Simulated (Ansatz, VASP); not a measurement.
# Cross-check of Ti (Titanium) between VASP and Ansatz

Wanted: the spread between two codes on one cell, functional and k mesh. The cell is taken from a series of VASP runs on this material, whose earlier steps may have relaxed, scaled or displaced it; both programs get it as it stands.

Calculated with Ansatz 0.2.0; plane waves, with VASP 6.6.1 beside it; band structure at PBEsol.

This is not the structure that Ti takes at ambient pressure and room temperature (hexagonal, No. 194); it is a model or a phase of other conditions.

### 1. Set-up

The structure is cubic, space group Im-3m (No. 229). The conventional cell has a = 3.367 Å, b = 3.367 Å, c = 3.367 Å, α = 90.00°, β = 90.00°, γ = 90.00°. Ti has 8 Ti at 2.92 Å nearest.

As a file:

```
Ti
1.0
    -1.68364    1.68364    1.68364
     1.68364   -1.68364    1.68364
     1.68364    1.68364   -1.68364
Ti
1
Cartesian
  0.0000 0.0000 0.0000
```

### 2. VASP: band structure, PBEsol

With cell and atoms fixed, the geometry can't cause a difference; cores, projectors, grids and the points listed under the comparison can.

Lines of VASP's logs that name or quote its potential files are left out, and so is its time.

Contents of INCAR:

```
SYSTEM = Ti
PREC = Accurate
ENCUT = 400
EDIFF = 1E-06
NELM = 100
ISMEAR = -1
SIGMA = 0.05
LREAL = .FALSE.
ALGO = Normal
GGA = PS
NBANDS = 17
LASPH = .TRUE.
LORBIT = 11
LWAVE = .FALSE.
LCHARG = .FALSE.
KPAR = 2
```

Contents of POSCAR:

```
Ti
1.0
   -1.6836423171      1.6836423171      1.6836423171
    1.6836423171     -1.6836423171      1.6836423171
    1.6836423171      1.6836423171     -1.6836423171
Ti
1
Direct
    0.0000000000      0.0000000000      0.0000000000
```

Contents of KPOINTS:

```
Automatic mesh
0
Gamma
16 16 16
0 0 0
```

Contents of KPOINTS_OPT:

```
Line mode
16
Line-mode
Reciprocal
  0.00000000   0.00000000   0.00000000 GAMMA
  0.50000000  -0.50000000   0.50000000 H

  0.50000000  -0.50000000   0.50000000 H
  0.00000000   0.00000000   0.50000000 N

  0.00000000   0.00000000   0.50000000 N
  0.00000000   0.00000000   0.00000000 GAMMA

  0.00000000   0.00000000   0.00000000 GAMMA
  0.25000000   0.25000000   0.25000000 P

  0.25000000   0.25000000   0.25000000 P
  0.50000000  -0.50000000   0.50000000 H

  0.25000000   0.25000000   0.25000000 P
  0.00000000   0.00000000   0.50000000 N
```

Potentials, in the order of the species: Ti_sv (PBE family, release 64).

The run is started by

```
$ mpirun -np 2 vasp_std
```

Numbers of over 12 decimals in the logs are rounded to 6 here.

Log:

```text
[banner, memory and clock lines left out]
running    2 mpi-ranks, on    1 nodes
 distrk:  each k-point on    1 cores,    2 groups
 distr:  one band on    1 cores,    1 groups

 POSCAR found type information on POSCAR Ti
 POSCAR found :  1 types and       1 ions
|                                                                             |
|               ----> ADVICE to this user running VASP <----                  |
|                                                                             |
|     You enforced a specific xc type in the INCAR file but a different       |
|     [... a line on the potential file left out ...]
|     I HOPE YOU KNOW WHAT YOU ARE DOING!                                     |
|                                                                             |

 LDA part: xc-table for (Slater+PW92), standard interpolation
 POSCAR, INCAR and KPOINTS ok, starting setup
 FFT: planning ... GRIDC
 FFT: planning ... GRID_SOFT
 FFT: planning ... GRID
 WAVECAR not read
 entering main loop
       N       E                     dE             d eps       ncg     rms          rms(c)
DAV:   1     0.802889709187E+02    0.80289E+02   -0.49465E+03  5018   0.700E+02
DAV:   2    -0.594304327903E+01   -0.86232E+02   -0.82555E+02  5297   0.209E+02
DAV:   3    -0.944204172085E+01   -0.34990E+01   -0.34736E+01  5633   0.449E+01
DAV:   4    -0.949944924324E+01   -0.57408E-01   -0.57369E-01  5793   0.553E+00
DAV:   5    -0.950035768625E+01   -0.90844E-03   -0.90841E-03  5548   0.626E-01    0.810E+00
DAV:   6    -0.812586736590E+01    0.13745E+01   -0.18805E+00  5112   0.176E+01    0.172E+00
DAV:   7    -0.812246913375E+01    0.33982E-02   -0.91345E-02  5796   0.177E+00    0.124E+00
DAV:   8    -0.812685501183E+01   -0.43859E-02   -0.43080E-02  5070   0.212E+00    0.288E-01
DAV:   9    -0.812558503362E+01    0.12700E-02   -0.31111E-03  5773   0.664E-01    0.820E-02
DAV:  10    -0.812569267700E+01   -0.10764E-03   -0.22773E-04  5400   0.115E-01    0.112E-02
DAV:  11    -0.812569301139E+01   -0.33438E-06   -0.10863E-05  5984   0.263E-02    0.784E-03
DAV:  12    -0.812569291759E+01    0.93801E-07   -0.19813E-06  6334   0.128E-02
   1 F= -.81256929E+01 E0= -.81147049E+01  d E =-.219760E-01
 Start KPOINTS_OPT (optional k-point list driver)
k-point batch [1-96\96]
       N       E                     dE             ncg
DAV:   1    -0.125539342503E+05   -0.49921E+05     3320
DAV:   2    -0.210791634955E+05   -0.85252E+04     3525
DAV:   3    -0.214283582999E+05   -0.34919E+03     3809
DAV:   4    -0.214337834569E+05   -0.54252E+01     3910
DAV:   5    -0.214338819552E+05   -0.98498E-01     3683
DAV:   6    -0.214338844233E+05   -0.24681E-02     3924
DAV:   7    -0.214338845030E+05   -0.79732E-04     3669
DAV:   8    -0.214338845058E+05   -0.27621E-05     2905
DAV:   9    -0.214338845059E+05   -0.13916E-06     2018
```

OUTCAR, selected parts (step 2):

```text
ion  position               nearest neighbor table
   1  0.000  0.000  0.000-

  LATTYP: Found a body centered cubic cell.
 ALAT       =     3.3672846342

 Subroutine GETGRP returns: Found 48 space group operations
 (whereof 48 operations were pure point group operations)

The static configuration has the point symmetry O_h .

 Found    145 irreducible k-points:

   k-points           NKPTS =    145   k-points in BZ     NKDIM =    145   number of bands    NBANDS=     17

   dimension x,y,z NGX =    20 NGY =   20 NGZ =   20
   dimension x,y,z NGXF=    40 NGYF=   40 NGZF=   40

   ENCUT  =  400.0 eV  29.40 Ry    5.42 a.u.   4.76  4.76  4.76*2*pi/ulx,y,z

   NELECT =      12.0000    total number of electrons

 k-points in reciprocal lattice and weights: Automatic mesh
   0.00000000  0.00000000  0.00000000       0.000
   0.06250000  0.00000000  0.00000000       0.003
   0.12500000  0.00000000  0.00000000       0.003
   0.18750000  0.00000000  0.00000000       0.003
   0.25000000  0.00000000  0.00000000       0.003
   0.31250000  0.00000000  0.00000000       0.003
   0.37500000  0.00000000  0.00000000       0.003
   0.43750000  0.00000000  0.00000000       0.003
   0.50000000  0.00000000  0.00000000       0.001
[...]
0.50000000  0.50000000  0.43750000       0.003
   0.50000000  0.50000000  0.50000000       0.000

 average (electrostatic) potential at core
       1 -73.4168

 E-fermi :   7.0218

 k-point     1 :       0.0000    0.0000    0.0000
  band No.  band energies     occupation
      1     -49.4603      2.00000
      2     -25.5127      2.00000
      3     -25.5127      2.00000
      4     -25.5127      2.00000
      5       1.3045      2.00000
      6       7.9182      0.00000
      7       7.9182      0.00000
      8       7.9182      0.00000
      9       9.4918      0.00000
     10       9.4918      0.00000
    ...

 k-point     2 :       0.0625    0.0000    0.0000
  band No.  band energies     occupation
      1     -49.4561      2.00000
      2     -25.5324      2.00000
      3     -25.5189      2.00000
      4     -25.5128      2.00000
      5       1.4298      2.00000
      6       7.8652      0.00000
      7       7.9043      0.00000
      8       8.0047      0.00000
      9       9.4315      0.00000
     10       9.4960      0.00000
    ...

 k-point     3 :       0.1250    0.0000    0.0000
  band No.  band energies     occupation
      1     -49.4462      2.00000
      2     -25.5881      2.00000
      3     -25.5366      2.00000
      4     -25.5130      2.00000
      5       1.7884      2.00000
      6       7.7175      0.00000
      7       7.8375      0.00000
      8       8.2566      0.00000
      9       9.3010      0.00000
     10       9.5083      0.00000
    ...

  Total       -1.5926120     -1.5926120     -1.5926120     -0.0000000     -0.0000000     -0.0000000
  in kB     -133.6629571   -133.6629571   -133.6629571     -0.0000000     -0.0000000     -0.0000000
  external PRESSURE =    -133.6629571 kB  Pullay stress =       0.0000000 kB

  energy-cutoff  :      400.00
  volume of cell :       19.09
      direct lattice vectors                 reciprocal lattice vectors
    -1.683642317  1.683642317  1.683642317     0.000000000  0.296975192  0.296975192
     1.683642317 -1.683642317  1.683642317     0.296975192  0.000000000  0.296975192
     1.683642317  1.683642317 -1.683642317     0.296975192  0.296975192  0.000000000

 POSITION                                       TOTAL-FORCE (eV/Angst)
 -----------------------------------------------------------------------------------
      0.00000      0.00000      0.00000         0.000000     -0.000000      0.000000
 -----------------------------------------------------------------------------------
    total drift:                               -0.000000     -0.000000      0.000000

  FREE ENERGIE OF THE ION-ELECTRON SYSTEM (eV)
  ---------------------------------------------------
  free  energy   TOTEN  =        -8.1256929176 eV

  energy  without entropy=       -8.1037168754  energy(sigma->0) =       -8.11470490

 total charge
# of ion       s       p       d       tot
------------------------------------------
    1        2.225   6.095   1.845  10.165

[... 3 further parts left out ...]
```

The run ends at a pressure of -13.37 GPa.

### 3. Ansatz: band structure, PBEsol

Ansatz runs on its default PAW (the set named soft_2) files.

The same cell, functional, mesh and smearing now go to Ansatz, which takes its cutoff from its data sets.

Contents of input.yaml:

```yaml
crystal:
  lattice:
    - [-1.6836423171, 1.6836423171, 1.6836423171]
    - [1.6836423171, -1.6836423171, 1.6836423171]
    - [1.6836423171, 1.6836423171, -1.6836423171]
  atoms:
    - { symbol: Ti, position: [0.0, 0.0, 0.0] }
hamiltonian:
  xc: pbesol
  pseudopotentials: { kind: paw }
kpoints:
  mp_grid: { grid: [16, 16, 16] }
  band_path:
    path:
      - [0.0, 0.0, 0.0]
      - [0.1, -0.1, 0.1]
      - [0.2, -0.2, 0.2]
      - [0.3, -0.3, 0.3]
      - [0.43333, -0.43333, 0.43333]
      - [0.5, -0.5, 0.5]
      - [0.4, -0.4, 0.5]
      - [0.3, -0.3, 0.5]
      - [0.16667, -0.16667, 0.5]
      - [0.06667, -0.06667, 0.5]
      - [0.0, 0.0, 0.5]
      - [0.0, 0.0, 0.36667]
      - [0.0, 0.0, 0.26667]
      - [0.0, 0.0, 0.16667]
      - [0.0, 0.0, 0.06667]
      - [0.01667, 0.01667, 0.01667]
      - [0.06667, 0.06667, 0.06667]
      - [0.11667, 0.11667, 0.11667]
      - [0.16667, 0.16667, 0.16667]
      - [0.23333, 0.23333, 0.23333]
      - [0.26667, 0.2, 0.26667]
      - [0.31667, 0.05, 0.31667]
      - [0.38333, -0.15, 0.38333]
      - [0.43333, -0.3, 0.43333]
      - [0.48333, -0.45, 0.48333]
      - [0.23333, 0.23333, 0.26667]
      - [0.16667, 0.16667, 0.33333]
      - [0.11667, 0.11667, 0.38333]
      - [0.06667, 0.06667, 0.43333]
      - [0.0, 0.0, 0.5]
    npoints: 1
scf:
  occupations: { method: fermi_dirac, width: 0.05 }
  n_extra_bands: 6
output:
  forces: true
  stress: true
  eigenvalues: true
```

The run is started by

```
$ ansatz run input.yaml --threads 2 --pin off --max-ram 4608MiB --backend cpu --events-out ev --progress --plain --runs-dir out
```

Log:

```text
scf.n_extra_bands = 6 over 6 filled bands (N_el = 12.0): the run solves 12 bands
Engine: ansatz 0.2.0, aarch64-unknown-linux-gnu
Pseudopotentials: kind: paw
Pseudopotential: Ti, paw, valence charge 12, recommended cutoff 420 eV (normal), Ti.paw.azcp
Functional definition: PBEsol
  exchange = pbesol_x
  correlation = pbesol_c
Crystal: 1 atoms, lattice volume = 19.090 Å³
Basis set: ecut = 420 eV, 369 PW (Γ), exchange–correlation on 40×40×40 points (8 copies of the dense FFT grid, shifted against one another)
Bands: 12, of which v1, the nominal top of the filled ones, is band 6 counted from 1 (5 counted from 0)
Symmetry: 48 space group operations
Space group: Im-3m (ITA 229), of the structure as read, at distance tolerance 2.7e-5 Å
k-points: 145 of 4096
Non-local potential: Ti, projectors of the file, l = 0: 3, l = 1: 2, l = 2: 3, l = 3: 1
PAW form: soft (Blöchl's): semilocal exchange-correlation on the pseudo side does not see the compensation charge
PAW frozen core: Ti, regenerated for the run's functional, and the local potential with it (the file was generated under x = pbe(κ = 0.804, μ = 0.219515), c = pbe(β = 0.066725))
PAW one-centre angular grid: Ti, 590 points (default); XC on 64 Gauss nodes
Initial density: superposition of atomic densities (neutral atoms: chi_scale 0, normalization atom), corrected by the library's trained network
Initial wavefunctions: pseudopotential atomic-orbital guess
Functional: x = pbesol(κ = 0.804, μ = 0.123457), c = pbesol(β = 0.046)
SCF iter   1: F=—  HF=-2473.690101 eV  |F-HF|=—  |Δ(HF+E_count)|=         —  Δρ=4.40e-3  dr2=2.12e-3  ethr=1.77e-3  ⟨swp⟩=4.8  Hψ=8710  notcnv=0
preconditioner: auto → none  [metal: Δε(μ)=0.006 eV  Ē_g=6.601 eV  σ=0.050 eV  W_gap=0.03  n_scr=0 (ndim 8)  ℏωp=17.0 eV  f_vac=0.000  D(μ)=2.68/eV (n_scr^D=42)]
SCF iter   2: F=—  HF=-2473.689277 eV  |F-HF|=—  |Δ(HF+E_count)|=   8.24e-4  Δρ=1.68e-3  dr2=2.96e-4  ethr=1.77e-5  ⟨swp⟩=2.1  Hψ=3462  notcnv=0  defer=80
SCF iter   3: F=—  HF=-2473.689235 eV  |F-HF|=—  |Δ(HF+E_count)|=   4.16e-5  Δρ=1.92e-4  dr2=5.68e-6  ethr=2.47e-6  ⟨swp⟩=2.7  Hψ=2503  notcnv=0  defer=80
SCF iter   4: F=—  HF=-2473.689234 eV  |F-HF|=—  |Δ(HF+E_count)|=   7.65e-7  Δρ=5.02e-5  dr2=4.71e-7  ethr=4.73e-8  ⟨swp⟩=2.7  Hψ=2423  notcnv=0  defer=80
iter 5 did not close the SCF: its close was put off for the readings that it lacked (scf_convergence_deferred on its scf_iter line)
SCF iter   5: F=-2473.689234 eV  HF=-2473.689234 eV  |F-HF|=3.15e-8  |Δ(HF+E_count)|=   1.16e-7  Δρ=1.37e-5  dr2=3.91e-8  ethr=3.93e-9  ⟨swp⟩=1.8  Hψ=1743  notcnv=0  defer=80
SCF iter   6: F=-2473.689234 eV  HF=-2473.689234 eV  |F-HF|=1.93e-10  |Δ(HF+E_count)|=   1.14e-8  Δρ=1.07e-6  dr2=2.28e-10  ethr=3.26e-10  ⟨swp⟩=4.3  Hψ=6444  notcnv=0
SCF 1 converged in 6 iterations: F = -2473.689234 eV  dr2 = 2.28e-10
  greatest PAW one-centre occupation: 0.999 electrons in one spin orbital (limit 2), on the Ti atom at site 0 (counted from 0), in its partial waves of l = 0
NSCF: frozen V_eff on 30 k-points
SCF converged after 6 iterations
Free energy (F): -2473.689234 eV
Harris-Foulkes:  -2473.689234 eV  (|F-HF|=1.93e-10)
Internal energy: -2473.667255 eV  (E = F + TS)
E sigma→0 (E₀):  -2473.678245 eV
Entropy (-TS):   -0.021979 eV (-21.979 meV/atom)
Fermi energy:    11.593750 eV
--- Per-component energies (eV) ---
  E_band       = -175.240879
  E_kinetic    = 269.940346
  E_local      = -865.210051  (includes V_loc(G=0)·N_el)
  E_nonlocal   = 9.548420
  E_hartree    = 350.387540
  E_xc         = -95.687837
  E_vxc        = -120.153169  (∫ρ·V_xc dr)
  E_paw        = -1022.278649  (= ΣΔE_a)
  E_vpaw       = -170.142170  (= ΣTr[D̂ρ^β])
  E_aug_tail   = 0.000101  (compensation charges beyond the density's cutoff)
  E_ewald      = -1120.506508
  E_core_change = 0.139384  (= ΣΔE_core)
  E_smearing   = -0.021979  (= −TS)
  E_closure    = 0.000000  (closes the sum)
  Σ components = -2473.689234   (vs F -2473.689234, Δ=0.00e0)
--- Forces (eV/Å), atoms counted from 1 ---
  atom   1  Ti    -0.00000000     0.00000000    -0.00000000
  max |Σ_I F_I| component: 5.75e-32 eV/Å
--- Stress (GPa, compression-positive) ---
      -12.672234      -0.000000       0.000000
        0.000000     -12.672234      -0.000000
       -0.000000       0.000000     -12.672234
  P = ⅓ Tr σ = -12.6722 GPa (-126.722 kbar)
--- Band table (eV; the first three rows and the last of 145) ---
  k-point 0: bands = [... 2 lower, -20.9163, -20.9163, 5.8633, 12.4952, 12.4952, 12.4952, 14.0740, 14.0740, ... 2 higher]
  k-point 1: bands = [... 2 lower, -20.9225, -20.9163, 5.9861, 12.4418, 12.4808, 12.5815, 14.0127, 14.0773, ... 2 higher]
  k-point 2: bands = [... 2 lower, -20.9402, -20.9166, 6.3453, 12.2935, 12.4137, 12.8341, 13.8815, 14.0896, ... 2 higher]
  k-point 144: bands = [... 2 lower, -21.2668, -21.2668, 9.7823, 9.7823, 15.0969, 15.0969, 15.0969, 19.2118, ... 2 higher]
```

The job ended after 1.4 s (2 threads of Arm Neoverse V1, shared host; peak memory 0.29 GiB).

### 4. Differences

Known differences besides the potentials themselves: the cutoff is 420 eV in Ansatz and 400 eV in VASP; Ansatz makes its cores anew for this functional, VASP keeps those of its PBE data sets. Total energies have different zeros and are not compared.

Compared:

```csv
quantity,Ansatz,VASP,difference
pressure (GPa),-12.67,-13.37,+0.69
```

Levels from 3 eV below to 2 eV above the Fermi level differ by 4 meV r.m.s. and 9 meV at most; each VASP level is matched to the nearest of Ansatz, which flatters the figure a little.

### 5. What came out

- r.m.s. difference of levels near the Fermi level (band structure, PBEsol): 4.0 meV
- difference in pressure (band structure, PBEsol): 0.69 GPa

What this shows: The difference in pressure is 0.69 GPa (band structure, PBEsol), within the 1 GPa picked in this series as the mark of a large difference. How closely two codes agree says nothing of how well the functional describes the real material.

[Lines on the potential files, build, host, timing and source positions are cut from VASP's logs without a mark.]

[Logs are printed without paths, hosts, clocks, repeated set-up lines and the standing remarks that a program may print on its own settings, such as how far it seeks lower states.]

[Hosts, paths, dates, database ids (printed as entryN), source tags and the programs' standing remarks are cut or masked in the printed files.]
